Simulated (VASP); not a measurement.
Level of theory: PBE GGA, VASP's PBE PAW potentials (set 64) (plane waves; VASP).

VASP input:

### INCAR
```
ALGO=Fast   ! Davidson, then RMM-DIIS
LWAVE=.False.
NELM=100
LCHARG=.False.
ISMEAR=0
PREC=Normal
MAGMOM=94*0.0319
LREAL=Auto   ! projection in real space or not
ENCUT=400   ! plane-wave cut-off (eV)
SIGMA=0.05   ! width (eV)
NELECT=501.0
SYSTEM=Hf31O63
EDIFF=1E-5   ! SCF stop (eV)
ISYM=0
LMAXMIX=6   ! l cut-off of mixed one-centre charges
NELMIN=4
ISPIN=2   ! spin-polarised
LASPH=.True.   ! aspherical one-centre terms
IBRION=2   ! conjugate gradients
GGA=PE
LORBIT=10
NSW=120   ! most ionic steps
EDIFFG=-0.03   ! ionic stop
ISIF=2   ! forces and stress, cell fixed
NUPDOWN=3
```

### POSCAR
```
Hf31O63
1.0
 10.1253775828   0.0000000000   0.0000000000
  0.0000000000  10.1253775828   0.0000000000
  0.0000000000   0.0000000000  10.1253775828
Hf O
31 63
Cart
  5.0777454851  10.0848148929  10.0782425164
  7.6143778126   2.5185312873  10.0769916273
  7.6208102129  10.0838843383   2.5310155022
 10.1166381092  10.1184622000   0.0027516169
  2.4946567881   2.4936761290   0.0217468091
  5.0592007031   5.0576726672   0.0720105604
  7.5678324401   7.5550788132  10.0470365026
  2.4977919745   0.0219893240   2.4896396189
  5.2439044702   2.4695090935   2.4712699645
  7.5829910781   5.1243813875   2.5368881635
  5.0476023119   0.0694741706   5.0546999454
  7.5817332693   2.5392049460   5.1189326434
  7.5531308272  10.0427529698   7.5601334240
 10.0831620141   5.0834774886  10.0683822566
  2.5107424286   7.6179241968  10.0761226076
  0.0108531523   2.5028693522   2.5001431824
  2.4522265229   5.2386275042   2.4566772359
  5.1217128564   7.5938585375   2.5349380279
 10.0756571622  10.0734218424   5.0718296542
  2.4558785309   2.4620287997   5.2356066383
  7.5267937836   7.5331251244   5.0667662435
  2.5170497714  10.0935987714   7.6207210690
  5.1077352030   2.5407959537   7.5771806889
  7.5239378104   5.0650032411   7.5200539708
 10.0762341731   7.6148669797   2.5305167311
  0.0694802245   5.0545595642   5.0589241872
  2.5539637804   7.5885806075   5.1169045435
 10.0878524616   2.5238145696   7.6132472798
  2.5406346949   5.1078184660   7.5850695386
  5.0717310179   7.5246416052   7.5268598537
 10.0441595761   7.5460177282   7.5575230196
  6.4984432899   1.3012774988   1.2969620680
  9.2472511024   3.8299445219   3.8421552301
  8.7858543792   3.6747313190   1.3417225440
  1.0908034429   6.2874413798   3.8138658344
  8.7868449550   1.3378998079   3.6759988856
  1.0951218860   3.8117237460   6.2792944301
  1.4072496075   1.4250028248   1.4226034728
  3.8705286807   3.8622223535   1.8601391879
  6.2496305671   6.2376022392   3.8693038471
  6.3843951032   6.3952671251   1.4078695458
  8.8753623991   8.8909313832   3.8858246917
  8.7634934609   8.7523781373   1.3206106477
  1.2228467969   1.2039815093   3.9596653483
  3.8559986565   1.8692213570   3.8570040447
  6.2547275829   3.8641623434   6.2478044350
  6.6303517284   3.5648079286   3.5722822464
  8.9893679590   6.2190741185   6.2224070050
  8.7357691048   6.3787916433   3.6749034423
  1.1703462919   8.8869936957   6.2258158015
  6.3976335342   1.4096861125   6.4099012513
  8.8731589053   3.8816881762   8.8931224116
  8.7396342713   3.6785375213   6.3771508319
  1.1725949024   6.2298964117   8.9008709773
  8.7612487983   1.3203683545   8.7488409602
  1.2239209203   3.9483311201   1.1979669216
  1.2789331922   6.5169479784   1.2949138175
  3.8054395792   9.2597511180   3.8465614158
  3.6889714637   8.7779225887   1.3409325580
  6.2977180467   1.0784102288   3.8130633770
  1.8607635572   3.8363960561   3.8379693474
  3.8709750600   6.2450847211   6.2423997808
  3.5683351849   6.6331753712   3.5632823876
  6.2363840722   8.9952597542   6.2264859881
  6.3626783189   8.7254530431   3.6769373775
  8.8691352190   1.1536733794   6.2299254827
  1.2855182255   1.3049198493   6.5073215541
  3.8171147967   3.8392267654   9.2665816359
  3.5682309522   3.5551852962   6.6369737669
  6.2393410946   6.2211233239   8.9938168028
  6.5081130964   6.5194391848   6.5232235183
  8.9088702007   8.9281894505   8.9305808551
  8.7685591468   8.7503537068   6.4353702768
  1.2042012543   1.1829386793   9.0533261965
  3.6891201265   1.3343600741   8.7767452908
  6.2966155582   3.8101826159   1.0823473654
  6.3635924026   3.6769873027   8.7243844816
  8.8797520935   6.2291738435   1.1434316947
  8.7724485220   6.4261075834   8.7510115333
  1.2025217610   9.0495332553   1.1755162996
  1.3241635901   8.7685772955   3.6770162461
  3.7920281218   1.0831211083   6.2857482213
  1.4093206613   6.4157903765   6.4104663557
  3.8659974274   8.8836417907   8.8915976948
  3.6919218408   8.7181101689   6.3787380304
  6.2470194853   1.1584878547   8.8932393162
  1.3197624094   3.6699442410   8.7746779510
  3.7938184120   6.2896943016   1.0691280076
  3.6898171089   6.3842099819   8.7183320159
  6.2496364823   8.8946476661   1.1436735434
  6.4077012396   8.7503487413   8.7517352953
  9.0402435404   1.1891008433   1.1837370835
  1.3029359557   8.7442622594   8.7407747219
  3.9359089059   1.2186908580   1.2113675409
```

### KPOINTS
```
Automatic mesh
0
Gamma
1 1 1
0 0 0
```

POTCAR, in this order: Hf O (PBE.64 set). Program: vasp_gam.

Q: What will the output report for the number of irreducible k-points (NKPTS), largest plane-wave count, FFT grid (NGX, NGY, NGZ)?

A: 
- number of irreducible k-points (NKPTS) = 1
- largest plane-wave count = 9427
- FFT grid (NGX, NGY, NGZ) = 50 × 50 × 50

The cell is a supercell with a defect, built from HfO2 (fluorite, the high-temperature cubic form, which is unstable at 0 K; the monoclinic form is the stable one): vac_Hf-vac_O, charge +1.
